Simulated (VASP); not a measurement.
Consider the following.

```yaml
crystal:
  lattice:
    - [4.86832, -8.43217, 0.00000]
    - [4.86832, 8.43217, 0.00000]
    - [0.00000, 0.00000, 10.55628]
  atoms:
    - { symbol: Ga, position: [0.22146, 0.11049, 0.24842] }
    - { symbol: Ga, position: [0.11065, 0.22190, 0.99909] }
    - { symbol: Ga, position: [0.22422, 0.11272, 0.74864] }
    - { symbol: Ga, position: [0.10820, 0.22077, 0.49661] }
    - { symbol: Ga, position: [0.21039, 0.43832, 0.25181] }
    - { symbol: Ga, position: [0.11073, 0.55521, 0.99912] }
    - { symbol: Ga, position: [0.22589, 0.44626, 0.74981] }
    - { symbol: Ga, position: [0.10808, 0.55437, 0.49673] }
    - { symbol: Ga, position: [0.22139, 0.77721, 0.24842] }
    - { symbol: Ga, position: [0.11156, 0.88900, 0.99946] }
    - { symbol: Ga, position: [0.22420, 0.77819, 0.74877] }
    - { symbol: Ga, position: [0.11225, 0.88948, 0.49971] }
    - { symbol: Ga, position: [0.55434, 0.11030, 0.24984] }
    - { symbol: Ga, position: [0.44442, 0.22222, 0.00057] }
    - { symbol: Ga, position: [0.55656, 0.11162, 0.75033] }
    - { symbol: Ga, position: [0.44488, 0.22264, 0.50099] }
    - { symbol: Ga, position: [0.55276, 0.44454, 0.25058] }
    - { symbol: Ga, position: [0.44202, 0.55422, 0.00260] }
    - { symbol: Ga, position: [0.56036, 0.44502, 0.75257] }
    - { symbol: Ga, position: [0.55290, 0.77470, 0.25064] }
    - { symbol: Ga, position: [0.44436, 0.88874, 0.00053] }
    - { symbol: Ga, position: [0.56033, 0.78200, 0.75260] }
    - { symbol: Ga, position: [0.44496, 0.88891, 0.50112] }
    - { symbol: Ga, position: [0.88564, 0.10856, 0.24880] }
    - { symbol: Ga, position: [0.77785, 0.22222, 0.99941] }
    - { symbol: Ga, position: [0.89147, 0.11351, 0.74896] }
    - { symbol: Ga, position: [0.77556, 0.22111, 0.50006] }
    - { symbol: Ga, position: [0.88552, 0.44349, 0.24872] }
    - { symbol: Ga, position: [0.77788, 0.55568, 0.00057] }
    - { symbol: Ga, position: [0.89140, 0.44460, 0.74907] }
    - { symbol: Ga, position: [0.78052, 0.55890, 0.50214] }
    - { symbol: Ga, position: [0.88853, 0.77742, 0.24974] }
    - { symbol: Ga, position: [0.77779, 0.88888, 0.00057] }
    - { symbol: Ga, position: [0.89194, 0.77934, 0.75089] }
    - { symbol: Ga, position: [0.78061, 0.88839, 0.50213] }
    - { symbol: N, position: [0.22323, 0.11412, 0.43695] }
    - { symbol: N, position: [0.10741, 0.21829, 0.18675] }
    - { symbol: N, position: [0.22219, 0.11164, 0.93692] }
    - { symbol: N, position: [0.11442, 0.22612, 0.68402] }
    - { symbol: N, position: [0.10738, 0.55531, 0.18683] }
    - { symbol: N, position: [0.22206, 0.44422, 0.93733] }
    - { symbol: N, position: [0.11440, 0.55502, 0.68412] }
    - { symbol: N, position: [0.22334, 0.77598, 0.43691] }
    - { symbol: N, position: [0.11082, 0.88858, 0.18750] }
    - { symbol: N, position: [0.22220, 0.77705, 0.93695] }
    - { symbol: N, position: [0.11382, 0.89026, 0.68738] }
    - { symbol: N, position: [0.55406, 0.11031, 0.43790] }
    - { symbol: N, position: [0.44403, 0.22259, 0.18874] }
    - { symbol: N, position: [0.55527, 0.11090, 0.93827] }
    - { symbol: N, position: [0.44668, 0.22399, 0.68845] }
    - { symbol: N, position: [0.55511, 0.44891, 0.44122] }
    - { symbol: N, position: [0.43576, 0.55110, 0.19290] }
    - { symbol: N, position: [0.55512, 0.44507, 0.94020] }
    - { symbol: N, position: [0.45267, 0.55968, 0.69018] }
    - { symbol: N, position: [0.55511, 0.77278, 0.44133] }
    - { symbol: N, position: [0.44398, 0.88778, 0.18874] }
    - { symbol: N, position: [0.55506, 0.77646, 0.94022] }
    - { symbol: N, position: [0.44668, 0.88938, 0.68853] }
    - { symbol: N, position: [0.88622, 0.10985, 0.43730] }
    - { symbol: N, position: [0.77637, 0.22138, 0.18736] }
    - { symbol: N, position: [0.88912, 0.11106, 0.93699] }
    - { symbol: N, position: [0.77853, 0.22260, 0.68768] }
    - { symbol: N, position: [0.88618, 0.44304, 0.43728] }
    - { symbol: N, position: [0.77441, 0.55489, 0.18870] }
    - { symbol: N, position: [0.88920, 0.44465, 0.93710] }
    - { symbol: N, position: [0.78133, 0.55699, 0.68926] }
    - { symbol: N, position: [0.89109, 0.77886, 0.43785] }
    - { symbol: N, position: [0.77456, 0.88602, 0.18874] }
    - { symbol: N, position: [0.88931, 0.77790, 0.93854] }
    - { symbol: N, position: [0.78130, 0.89107, 0.68921] }
    - { symbol: Ge, position: [0.43853, 0.55259, 0.50494] }
```
Cell charge +1.

Level of theory: HSE06 screened hybrid, VASP's PBE PAW potentials (set 64) (plane waves; VASP). Run with PREC = Normal, LREAL = Auto, ISYM = 0, NELECT = 283.0, EDIFF = 1E-5, 400 eV cut-off, 1×1×1 Γ-centred mesh, Gaussian smearing of 0.050 eV, potentials Ga N Ge. Starting moments (MAGMOM): 71*0.0423. The cell's moment is fixed (NUPDOWN = 3).

The cell is charged, with a uniform compensating background. The supercell is sampled at Γ alone, which is coarse: total energies, pressure and levels can be off, energies of defects by several tenths of an eV.

Problem. What does the run give for the cell moment, energy per atom (σ→0)?

Solution. 
```yaml
cell_moment: 3.00 μB
energy per atom (σ→0): -7.276 eV/atom
```

Problem. Give the moment on each site (PAW-sphere projection).

Solution. 
```csv
site,moment (μB)
Ga1,0.01
Ga2,0.02
Ga3,0.01
Ga4,0.03
Ga5,0.15
Ga6,0.02
Ga7,0.01
Ga8,0.03
Ga9,0.01
Ga10,0.01
Ga11,0.01
Ga12,0.00
Ga13,0.01
Ga14,0.01
Ga15,0.01
Ga16,0.01
Ga17,0.01
Ga18,0.01
Ga19,0.01
Ga20,0.01
Ga21,0.01
Ga22,0.01
Ga23,0.01
Ga24,0.01
Ga25,0.01
Ga26,0.01
Ga27,0.01
Ga28,0.01
Ga29,0.01
Ga30,0.01
Ga31,0.01
Ga32,0.01
Ga33,0.01
Ga34,0.01
Ga35,0.01
N36,0.01
N37,0.06
N38,0.06
N39,0.02
N40,0.07
N41,0.05
N42,0.03
N43,0.01
N44,0.03
N45,0.06
N46,0.03
N47,0.01
N48,0.04
N49,0.06
N50,0.03
N51,0.07
N52,0.04
N53,0.06
N54,0.10
N55,0.07
N56,0.04
N57,0.05
N58,0.03
N59,0.05
N60,0.04
N61,0.06
N62,0.04
N63,0.05
N64,0.04
N65,0.07
N66,0.03
N67,0.02
N68,0.03
N69,0.07
N70,0.03
Ge71,0.21
```

Total energies compare only between runs with the same potentials, cut-off and functional.

The cell is a supercell with a defect, built from GaN (wurtzite): Ge_Ga-vac_N, charge +1. The cell's shape comes from a PBE relaxation.
